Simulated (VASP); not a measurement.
A run of VASP 6.6.1 is set up as follows.

INCAR

```
ALGO = Normal ; EDIFF = 1E-6
EDIFFG = -0.04 ; ENCUT = 600
GGA = PE ; IBRION = 2
ISIF = 3 ; ISMEAR = 0
LASPH = True ; LCHARG = False
LREAL = False ; LWAVE = False
NELM = 100 ; NSW = 90
PREC = Accurate ; SIGMA = 0.1
```

File KPOINTS:

```
k-points
0
Gamma
  4 4 4
```

The input POSCAR:

```
BaCaBr4
1.0
    0.0000000000      4.4659125600      4.4659125600
    4.4659125600      0.0000000000      4.4659125600
    4.4659125600      4.4659125600      0.0000000000
Ba Ca Br
1 1 4
Direct
    0.0000000000      0.0000000000      0.0000000000
    0.7500000000      0.7500000000      0.7500000000
    0.8735521400      0.3754826200      0.3754826200
    0.3754826200      0.3754826200      0.3754826200
    0.3754826200      0.8735521400      0.3754826200
    0.3754826200      0.3754826200      0.8735521400
```

Potentials or basis: VASP PAW PBE potentials, release 64 (Ba_sv, Ca_sv, Br).

Launch:

```bash
$ cat potpaw_PBE.64/Ba_sv/POTCAR potpaw_PBE.64/Ca_sv/POTCAR potpaw_PBE.64/Br/POTCAR > POTCAR
$ mpirun -np 1 vasp_std > vasp.out
```

(1) Predict the relaxed volume.

(2) Estimate the space group after relaxing (to 0.05 Å).

Answers

(1) 34.33 Å³/atom.

(2) F-43m (No. 216).

Caveat: the volume moved by over 15 % at a fixed basis, so the end points are rough.
